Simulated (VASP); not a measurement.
A VASP calculation is set up with these files.

**POSCAR**
```
SiO2
1.0
 -1.7504017378   1.7504017378   4.2339314610
  1.7504017378  -1.7504017378   4.2339314610
  1.7504017378   1.7504017378  -4.2339314610
Si O
2 4
Cart
  0.0000000000   0.0000000000   4.2339314610
  1.7504017378   0.0000000000   2.1169657305
 -0.0000000000   0.0000000000   2.4688681674
  1.7504017378   0.0000000000   0.3519024369
  1.7504017378   0.0000000000   3.8820290241
 -0.0000000000   0.0000000000   5.9989947546
```

KPOINTS:
```
Automatic mesh
0
Gamma
8 8 8
0 0 0
```

**INCAR**
```
SYSTEM = SiO2
PREC = Accurate; ENCUT = 520; LREAL = F
LASPH = T
EDIFF = 1E-6; NELM = 100; ALGO = Normal
LMIXTAU = T
ISMEAR = 0; SIGMA = 0.05
METAGGA = R2SCAN
IBRION = 2; NSW = 60; ISIF = 3
EDIFFG = -0.02
LWAVE = F; LCHARG = F
```

POTCAR, in this order: Si O (PBE.64 set). Program: vasp_std.

Task: Write an equivalent input for Ansatz.

Result: One equivalent input (not run):
Ansatz 0.2 input:
```yaml
crystal:
  lattice:
    - [-1.7504017, 1.7504017, 4.2339315]
    - [1.7504017, -1.7504017, 4.2339315]
    - [1.7504017, 1.7504017, -4.2339315]
  atoms:
    - { symbol: Si, position: [0.5000000, 0.5000000, 0.0000000] }
    - { symbol: Si, position: [0.2500000, 0.7500000, 0.5000000] }
    - { symbol: O, position: [0.2915574, 0.2915574, 0.0000000] }
    - { symbol: O, position: [0.0415574, 0.5415574, 0.5000000] }
    - { symbol: O, position: [0.4584426, 0.9584426, 0.5000000] }
    - { symbol: O, position: [0.7084426, 0.7084426, 0.0000000] }
kpoints:
  mp_grid: { grid: [8, 8, 8] }
hamiltonian:
  xc: r2scan
  pseudopotentials: { kind: paw }
scf:
  occupations: { method: gaussian, width: 0.05 }
  max_iter: 100
relax:
  max_steps: 60
  f_tol: 0.02
  cell: {}
output: { forces: true, stress: true, eigenvalues: true }
```
The two are equivalent in intent, not identical: each code has its own PAW files, so the cut-off isn't converted (ENCUT is set for VASP's; basis.ecutwfc is left out, and Ansatz then takes the one that its files recommend); Ansatz stops its SCF on the density residual and VASP on the energy change (EDIFF).

The structure was generated: SiO2 was put into the anatase type (I4_1/amd), which need not be its known phase. This run relaxes it. Symmetry was kept, so distortions that lower it aren't found. The start is the result of an earlier pass.
